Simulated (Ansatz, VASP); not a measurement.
Given: the input of a run of Ansatz 0.2.0 on Ag3F. The cell comes from a database or a generator and needn't be the stable form of this composition.

Contents of input.yaml:

```yaml
crystal:
  lattice:
    - [0.0, 3.21609, 3.21609]
    - [3.21609, 0.0, 3.21609]
    - [3.21609, 3.21609, 0.0]
  atoms:
    - { symbol: Ag, position: [0.25, 0.25, 0.25] }
    - { symbol: Ag, position: [0.75, 0.75, 0.75] }
    - { symbol: Ag, position: [0.5, 0.5, 0.5] }
    - { symbol: F, position: [0.0, 0.0, 0.0] }
hamiltonian:
  xc: blyp
  pseudopotentials: { kind: paw }
  dispersion: d3bj
kpoints:
  mp_grid: { grid: [5, 5, 5] }
scf:
  occupations: { method: fermi_dirac, width: 0.05 }
output:
  forces: true
  stress: true
  eigenvalues: true
relax:
  f_tol: 0.01
  max_steps: 40
  cell: { stress_tol: 0.05 }
```

Potentials or basis: Ansatz PAW.

Launch:

```console
$ ansatz run input.yaml --threads 2 --pin off --max-ram 5632MiB --backend cpu --events-out ev --progress --plain --runs-dir out
```

Question: Set up the same calculation for VASP 6.6.1. Potentials or basis there: PBE PAW files Ag, F, 600 eV.

Answer: As run (cutoffs and basis follow the program's own potentials, and thresholds, step limits or extra output files can differ):

Contents of INCAR:

```
SYSTEM = Ag3F
PREC = Accurate
ENCUT = 600
EDIFF = 1E-7
ISMEAR = -1
SIGMA = 0.05
LREAL = .FALSE.
LASPH = .TRUE.
NELM = 100
ALGO = Normal
ISIF = 3
LWAVE = .FALSE.
LCHARG = .FALSE.
GGA = B5
ALDAX = 1.0
AGGAX = 1.0
AGGAC = 1.0
ALDAC = 0.0
IVDW = 12
VDW_S6 = 1.0
VDW_S8 = 2.6996
VDW_A1 = 0.4298
VDW_A2 = 4.2359
IBRION = 2
NSW = 60
EDIFFG = -0.02
```

KPOINTS

```
Automatic mesh
0
G
  5 5 5
  0 0 0
```

POSCAR

```
Ag3F
1.0
    0.0000000000      3.2160900000      3.2160900000
    3.2160900000      0.0000000000      3.2160900000
    3.2160900000      3.2160900000      0.0000000000
Ag F
3 1
Direct
    0.2500000000      0.2500000000      0.2500000000
    0.7500000000      0.7500000000      0.7500000000
    0.5000000000      0.5000000000      0.5000000000
    0.0000000000      0.0000000000      0.0000000000
```

Potentials or basis: VASP PAW PBE potentials, release 64 (Ag, F).

Launch:

```console
$ cat potpaw_PBE.64/Ag/POTCAR potpaw_PBE.64/F/POTCAR > POTCAR
$ mpirun -np 1 vasp_std > vasp.out
```

Both were run:

|  | Ansatz | VASP |
| --- | --- | --- |
| Relaxed volume | 15.89 Å³/atom | 15.90 Å³/atom |
| Relaxed cell | a = 4.480 Å, b = 4.480 Å, c = 4.480 Å, α = 60.00°, β = 60.00°, γ = 60.00° | a = 4.480 Å, b = 4.480 Å, c = 4.480 Å, α = 60.00°, β = 60.00°, γ = 60.00° |
| Space group after relaxing | Fm-3m (No. 225) | Fm-3m (No. 225) |
| Pressure after relaxing | 0.0 GPa | 0.0 GPa |

Ansatz's pressure holds a Pulay term of +0.28 GPa for its cutoff of 420 eV, which the other run lacks.

The potentials hold 64 and 40 valence electrons a cell.

Ansatz's potentials were made for PBE. VASP's potentials were made for PBE.

Where Ansatz's input types no cutoff or centring, it takes its own default and a Γ-centred mesh.

Pressure is positive in compression.
